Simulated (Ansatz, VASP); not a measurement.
Tl3S: VASP beside Ansatz

File INCAR:

```
ALGO = Normal
EDIFF = 1E-7
ENCUT = 520
GGA = PE
ISIF = 2
ISMEAR = -1
LASPH = True
LCHARG = False
LREAL = False
LWAVE = False
NBANDS = 30
NELM = 80
PREC = Accurate
SIGMA = 0.05
```

File KPOINTS:

```
k-points
0
Gamma
  8 8 8
```

The input POSCAR:

```
Tl3S
1.0
   -2.3509700000      2.3509700000      5.1428010000
    2.3509700000     -2.3509700000      5.1428010000
    2.3509700000      2.3509700000     -5.1428010000
Tl S
3 1
Direct
    0.5000000000      0.5000000000      0.0000000000
    0.2500000000      0.7500000000      0.5000000000
    0.7500000000      0.2500000000      0.5000000000
    0.0000000000      0.0000000000      0.0000000000
```

input.yaml

```yaml
crystal:
  lattice:
    - [-2.35097, 2.35097, 5.142801]
    - [2.35097, -2.35097, 5.142801]
    - [2.35097, 2.35097, -5.142801]
  atoms:
    - { symbol: Tl, position: [0.5, 0.5, 0.0] }
    - { symbol: Tl, position: [0.25, 0.75, 0.5] }
    - { symbol: Tl, position: [0.75, 0.25, 0.5] }
    - { symbol: S, position: [0.0, 0.0, 0.0] }
hamiltonian:
  xc: pbe
  pseudopotentials: { kind: paw }
kpoints:
  mp_grid: { grid: [8, 8, 8] }
scf:
  occupations: { method: fermi_dirac, width: 0.05 }
output:
  forces: true
  stress: true
  eigenvalues: true
```

The cell comes from a database or a generator and needn't be the stable form of this composition.

Alike in both runs: task single point; functional PBE; k mesh 8 × 8 × 8; occupations fermi-dirac, width 0.05 eV; no spin polarisation.

|  | VASP | Ansatz |
| --- | --- | --- |
| version | VASP 6.6.1 | Ansatz 0.2.0 |
| potentials or method | VASP PAW PBE potentials, release 64 (Tl_d, S) | Ansatz PAW |
| plane-wave cutoff (eV) | 520 | 420 |
| valence electrons in the cell | 45 | 45 |

Ansatz gave:

| Item | Value |
| --- | --- |
| gap on the k mesh at the Fermi level (eV) | none |
| pressure (GPa) | 0.1 |

**Question.** What did VASP give for the same quantities?

**Answer.** gap on the k mesh at the Fermi level (eV): none; pressure (GPa): 0.0.

A gap of «none» marks a metal or a gap that the smearing closes.

Spin-orbit coupling is left out, which matters for the levels of Tl.
